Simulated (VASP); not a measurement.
# Mg15Si8 (a cell with a defect) in VASP: notebook, part 2 of 2

VASP 6.6.1. The steps go on from the part before.

### Step 3. Single point, LDA

File INCAR:

```
PREC     = Accurate       # precision mode
ENCUT    = 520            # plane-wave cutoff, eV
EDIFF    = 1E-7           # SCF threshold, eV
ISMEAR   = -1             # smearing method
SIGMA    = 0.05           # smearing width, eV
LREAL    = Auto         
LASPH    = T              # aspherical terms in the spheres
NELM     = 80             # most SCF steps
ALGO     = Normal         # electronic algorithm
ISIF     = 2              # what is computed and relaxed
LWAVE    = F              # write WAVECAR
LCHARG   = F              # write CHGCAR
NBANDS   = 48             # bands
```

File KPOINTS:

```
regular mesh
0
Gamma
  1 1 1
```

File POSCAR:

```
Mg15Si8
1.0
    0.0000000000      6.4549100000      6.4549100000
    6.4549100000      0.0000000000      6.4549100000
    6.4549100000      6.4549100000      0.0000000000
Mg Si
15 8
Direct
   -0.0970656446      0.1277399685      0.1964163714
    0.4051102184      0.2668278876      0.4880703217
    0.2026751729      0.1534568259      0.4736781768
    0.2998260239      0.3743274500      0.9965514624
    0.0731691069      0.6919228928      0.1591191821
    0.4040954870      0.8593303392      0.2828544472
    0.1270350787      0.5634935266      0.6877400305
    0.3303066968      0.9009575656      0.8118471055
    0.6718451535      0.1622330908      0.0539434322
    0.8451705756      0.3671468696      0.4690692821
    0.7120083781     -0.0506203805      0.6735260445
    0.7300644006      0.5372964147      0.8427228265
    0.6127118736      0.5003787814      0.2911891878
    0.4873112096      0.6240133480      0.6556636731
    0.9291299182      0.8875801522      0.8441713362
   -0.0054764513      0.1231078357     -0.1053694010
    0.0240204743      0.0315031503      0.4549947249
   -0.0937271008      0.5311615499      0.0995831081
    0.0103874415      0.3857915912      0.6306594515
    0.6741147437     -0.2633576611      0.0044539738
    0.5717043305     -0.0483662824      0.3956058256
    0.4186812829      0.6528905903      0.0977318042
    0.4879231469      0.2706311939      0.7284997002
```

Potentials or basis: VASP PAW LDA potentials, release 64 (Mg, Si).

On the command line:

```console
$ cat potpaw_LDA.64/Mg/POTCAR potpaw_LDA.64/Si/POTCAR > POTCAR
$ mpirun -np 1 vasp_gam > vasp.out
```

OUTCAR:

```text
PREC = Accurate
   ENCUT = 520
   EDIFF = 1E-7
   ISMEAR = -1
   LREAL = Auto
   LASPH = T
   NELM = 80
   ISIF = 2

 ion  position               nearest neighbor table
   1  0.903  0.128  0.196-  16 2.46  17 2.67   9 2.81  13 3.31  18 3.34  21 3.39  11 3.58   5 3.61

   2  0.405  0.267  0.488-   3 2.61  23 2.67  21 2.84  13 2.86  19 2.94   7 3.25   8 3.28  11 3.29

   3  0.203  0.153  0.474-  17 2.49  19 2.54   2 2.61  21 2.82  10 2.85   8 3.16   6 3.19  16 3.26
                             4 3.60  15 3.60
   4  0.300  0.374  0.997-  23 2.51  18 2.94  14 3.05   9 3.12   5 3.18   7 3.20   3 3.60
[... 295 lines left out ...]
  in kB      -19.7400361     13.7273408    -11.8887579     11.8069280     33.3531576      2.0716136
  external PRESSURE =      -5.9671511 kB  Pullay stress =       0.0000000 kB

 VOLUME and BASIS-vectors are now :
 -----------------------------------------------------------------------------
  energy-cutoff  :      520.00
  volume of cell :      537.90
      direct lattice vectors                 reciprocal lattice vectors
     0.000000000  6.454910000  6.454910000    -0.077460414  0.077460414  0.077460414
     6.454910000  0.000000000  6.454910000     0.077460414 -0.077460414  0.077460414
     6.454910000  6.454910000  0.000000000     0.077460414  0.077460414 -0.077460414

 POSITION                                       TOTAL-FORCE (eV/Angst)
 -----------------------------------------------------------------------------------
      2.09240      7.09621      6.65291         1.230116      1.021116      0.089971
      4.87280      5.76540      4.33730         0.253033      0.133006      0.240461
      4.04810      4.36580      2.29880        -0.975524      0.062081     -0.422248
      8.84890      8.36800      4.35160         1.035450     -0.135141     -0.313207
      5.49340      1.49940      4.93860        -0.567459      0.057281     -0.217908
      7.37270      4.43420      8.15530         0.955384     -0.553441      0.149117
[... 15 lines left out ...]
      4.84520      3.33340      6.91690         0.009003     -0.111475     -0.560394
      6.44930      7.85190      4.89640        -0.473194     -0.287823      1.018481
 -----------------------------------------------------------------------------------
    total drift:                               -0.006039      0.001629      0.000747

  FREE ENERGIE OF THE ION-ELECTRON SYSTEM (eV)
  ---------------------------------------------------
  free  energy   TOTEN  =       -65.2621356184 eV

  energy  without entropy=      -65.2576614128  energy(sigma->0) =      -65.25989852
```

Wall time 66 s (1 thread of Intel Xeon Platinum 8488C (Sapphire Rapids), shared host); peak memory 0.47 GiB.

Results:

* Free energy: -65.2621 eV
* Pressure: -0.6 GPa
* Largest force: 1.744 eV/Å
* Band gap on the k mesh: 0.62 eV, direct

Forces in eV/Å, atoms in the order of the input:
```
Mg   1.230  1.021  0.090
Mg   0.253  0.133  0.240
Mg  -0.976  0.062 -0.422
Mg   1.035 -0.135 -0.313
Mg  -0.567  0.057 -0.218
Mg   0.955 -0.553  0.149
Mg  -0.129  0.292 -0.210
Mg   0.382 -0.095 -0.044
Mg   0.002 -0.577 -0.888
Mg   0.087  0.542 -0.238
Mg  -0.344 -0.791  0.646
Mg  -0.037  0.292  0.006
Mg  -0.250  0.539 -1.495
Mg  -0.340 -0.279 -0.074
Mg   0.127  0.386  0.645
Si  -0.867 -1.065  1.075
Si  -0.691 -0.090 -0.981
Si   0.025  0.964  1.362
Si  -0.142  0.747 -0.278
Si  -0.073 -0.930  1.018
Si   0.782 -0.121 -0.529
Si   0.009 -0.111 -0.560
Si  -0.473 -0.288  1.018
```

Stress tensor (GPa, compression positive):
```
-1.97  1.18  0.21
 1.18  1.37  3.34
 0.21  3.34 -1.19
```

LDA gaps usually lie below the measured ones, often by a third to a half.

### Step 4. Single point, LDA

File INCAR:

```
SYSTEM = Mg15Si8
ALGO = Normal
EDIFF = 1E-6
ENCUT = 520
ISIF = 2
ISMEAR = -1
LASPH = .True.
LCHARG = .False.
LREAL = Auto
LWAVE = .False.
NBANDS = 48
NELM = 100
PREC = Accurate
SIGMA = 0.05
```

File KPOINTS:

```
k-points
0
Gamma
  1 1 1
  0 0 0
```

File POSCAR:

```
Mg15Si8
1.0
    0.0000000000      6.4549100000      6.4549100000
    6.4549100000      0.0000000000      6.4549100000
    6.4549100000      6.4549100000      0.0000000000
Mg Si
15 8
Direct
   -0.0674292903      0.1471825324      0.1600254690
    0.3269061846      0.2459445600      0.6417053065
    0.2081748622      0.1437587821      0.4287356446
    0.2499492634      0.4854908899      0.9661637420
    0.0245472052      0.6401096220      0.2925137608
    0.3149462967      1.0170319958      0.0579636277
   -0.0021611455      0.6347958376      0.7150913026
    0.2668898559      0.8802369049      0.8409799672
    0.5801862458      0.1479881207      0.1484838673
    0.8271455373      0.2287483482      0.6142533358
    0.6930305767     -0.0075368983      0.6407293053
    0.6872675219      0.4930897565      0.8554185883
    0.6240753163      0.4529342779      0.2763555185
    0.4000675455      0.7187551802      0.5559643744
    0.9793087743      0.8829325273      0.8064171305
   -0.0313172453      0.1520780305     -0.1568495920
    0.1047109874     -0.0819686099      0.4245915125
   -0.1264231415      0.6567171347      0.0849508359
    0.0006506675      0.3937467757      0.6185988651
    0.6705748027     -0.2831487968     -0.0567320071
    0.5129351145     -0.0342452490      0.5066298368
    0.3653110578      0.6705515646      0.1187390684
    0.4899681018      0.2667891574      0.8081135136
```

On the command line:

```console
$ cat potpaw_LDA.64/Mg/POTCAR potpaw_LDA.64/Si/POTCAR > POTCAR
$ mpirun -np 1 vasp_gam > vasp.out
```

Run time: 68 s. Hardware: 1 thread of Intel Xeon Platinum 8488C (Sapphire Rapids), shared host; peak memory 0.47 GiB.

It converged, with:

```yaml
Free_energy: -67.2169 eV
Pressure: -0.9 GPa
Largest_force: 1.989 eV/Å
Band_gap_on_the_k_mesh: 0.48 eV, direct
```

Forces on the atoms (eV/Å):
```
Mg   0.005 -0.196 -0.504
Mg   0.498 -0.322 -0.188
Mg   0.103  0.397  0.140
Mg   0.892 -0.007 -0.014
Mg  -0.221 -0.128  0.045
Mg  -0.467  0.667  0.381
Mg  -1.192  0.071 -0.394
Mg  -0.231  0.423  0.277
Mg  -0.414  0.114  0.285
Mg   0.772 -0.638  0.627
Mg  -0.377 -0.435 -0.200
Mg  -0.654 -0.364 -0.675
Mg   0.117 -0.380  0.244
Mg  -0.143 -0.151 -0.060
Mg   0.080 -0.107  0.652
Si   0.568  1.110 -0.955
Si   0.766 -0.143 -0.355
Si  -0.273 -0.137 -1.045
Si   0.224 -0.715  1.431
Si   1.770  0.899 -0.128
Si  -0.122 -0.109  0.260
Si  -0.875  0.402  0.316
Si  -0.826 -0.251 -0.139
```

Stress tensor (GPa, compression positive):
```
-1.56 -1.56  0.38
-1.56 -0.89  1.38
 0.38  1.38 -0.30
```

Levels at points of the mesh, in eV from the valence-band top:
```tsv
k point	band 29	band 30	band 31	band 32	band 33	band 34
(0.00, 0.00, 0.00)	-0.37	-0.25	0.00	0.48	0.82	0.97
```

As with any semilocal functional, this LDA gap is likely too small.

### Step 5. Molecular dynamics, LDA

File INCAR:

```
SYSTEM = Mg15Si8
ALGO = Normal
EDIFF = 1E-5
ENCUT = 520
IBRION = 0
ISIF = 2
ISMEAR = -1
ISYM = 0
LANGEVIN_GAMMA = 5 5
LASPH = .TRUE.
LCHARG = .FALSE.
LREAL = Auto
LWAVE = .FALSE.
MDALGO = 3
NBANDS = 48
NELM = 80
NELMIN = 4
NSW = 40
POTIM = 3.0
PREC = Accurate
RANDOM_SEED = 550211 0 0
SIGMA = 0.05
TEBEG = 900.0
TEEND = 900.0
```

File KPOINTS:

```
k-points
0
G
  1 1 1
  0 0 0
```

File POSCAR:

```
Mg15Si8
1.0
    0.0000000000      6.4549100000      6.4549100000
    6.4549100000      0.0000000000      6.4549100000
    6.4549100000      6.4549100000      0.0000000000
Mg Si
15 8
Direct
    0.1250000000      0.1250000000      0.1250000000
    0.3750000000      0.3750000000      0.3750000000
    0.1250000000      0.1250000000      0.6250000000
    0.3750000000      0.3750000000      0.8750000000
    0.1250000000      0.6250000000      0.1250000000
    0.3750000000      0.8750000000      0.3750000000
    0.1250000000      0.6250000000      0.6250000000
    0.3750000000      0.8750000000      0.8750000000
    0.6250000000      0.1250000000      0.1250000000
    0.8750000000      0.3750000000      0.3750000000
    0.6250000000      0.1250000000      0.6250000000
    0.8750000000      0.3750000000      0.8750000000
    0.6250000000      0.6250000000      0.1250000000
    0.6250000000      0.6250000000      0.6250000000
    0.8750000000      0.8750000000      0.8750000000
    0.0000000000      0.0000000000      0.0000000000
    0.0000000000      0.0000000000      0.5000000000
    0.0000000000      0.5000000000      0.0000000000
    0.0000000000      0.5000000000      0.5000000000
    0.5000000000      0.0000000000      0.0000000000
    0.5000000000      0.0000000000      0.5000000000
    0.5000000000      0.5000000000      0.0000000000
    0.5000000000      0.5000000000      0.5000000000
```

On the command line:

```console
$ cat potpaw_LDA.64/Mg/POTCAR potpaw_LDA.64/Si/POTCAR > POTCAR
$ mpirun -np 1 vasp_gam > vasp.out
```

Wall time 20 min (1 thread of Intel Xeon Platinum 8488C (Sapphire Rapids), shared host); peak memory 0.57 GiB.

Step by step:
```csv
step,potential energy change (eV),largest force (eV/Å),pressure (GPa),volume (Å³),temperature (K)
1,0.0000,0.8603,-3.41,537.90,933
2,0.0070,0.9487,-3.39,537.90,933
3,0.0388,1.0398,-3.33,537.90,916
4,0.0944,1.1092,-3.22,537.90,912
5,0.1767,1.1601,-3.07,537.90,898
6,0.2707,1.2378,-2.87,537.90,904
7,0.3828,1.3586,-2.60,537.90,892
8,0.5036,1.4704,-2.32,537.90,804
9,0.6103,1.5502,-2.01,537.90,766
10,0.6819,1.5787,-1.70,537.90,744
11,0.7121,1.5528,-1.38,537.90,724
12,0.7101,1.5112,-1.08,537.90,754
13,0.6737,1.5511,-0.79,537.90,779
14,0.6179,1.5258,-0.52,537.90,783
15,0.5749,1.5074,-0.24,537.90,779
16,0.5455,1.6885,0.03,537.90,769
17,0.5463,1.9441,0.31,537.90,769
18,0.5345,2.1666,0.55,537.90,776
19,0.4922,2.2385,0.75,537.90,800
20,0.4189,2.2556,0.90,537.90,837
21,0.3240,2.0575,1.02,537.90,898
22,0.2231,2.0042,1.08,537.90,942
23,0.1322,2.0796,1.14,537.90,959
24,0.0673,2.1157,1.19,537.90,1008
25,0.0035,2.0624,1.21,537.90,1080
26,-0.0390,1.9230,1.22,537.90,1150
27,-0.0790,1.7491,1.21,537.90,1226
28,-0.1015,1.8555,1.18,537.90,1258
29,-0.1246,2.1331,1.10,537.90,1241
30,-0.1114,2.2719,1.04,537.90,1192
31,-0.0477,2.3381,1.00,537.90,1141
32,0.0322,2.4553,0.96,537.90,1102
33,0.1091,2.9034,0.93,537.90,1081
34,0.1497,3.1801,0.88,537.90,1022
35,0.1462,3.2555,0.82,537.90,986
36,0.1010,3.0692,0.75,537.90,988
37,-0.0204,2.6353,0.64,537.90,1010
38,-0.1532,2.1163,0.51,537.90,1028
39,-0.3072,1.6387,0.38,537.90,1041
40,-0.4265,1.5406,0.24,537.90,1066
```
